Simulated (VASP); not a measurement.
Consider the following.

```
CELL_PARAMETERS angstrom
      1.96643    -3.40595     0.00000
      1.96643     3.40595     0.00000
      0.00000     0.00000     6.10622
ATOMIC_POSITIONS crystal
  La 0.33333 0.66667 0.24588
  La 0.66667 0.33333 0.75412
  O  0.00000 0.00000 0.00000
  O  0.33333 0.66667 0.64627
  O  0.66667 0.33333 0.35373
```

Calculation: r2SCAN meta-GGA, VASP's PBE PAW potentials (set 64) (plane waves; VASP). Settings: 520 eV cut-off, 8×8×5 Γ-centred mesh, Gaussian smearing of 0.010 eV, potentials La O.

Problem. What does the run give for the energy per atom (σ→0)?

Solution. 
```json
{
  "energy per atom (σ→0)": "-19.212 eV/atom"
}
```

Only differences to runs with the same potentials and settings are physical.

The compound is La2O3 in the a-type structure. It was relaxed first.
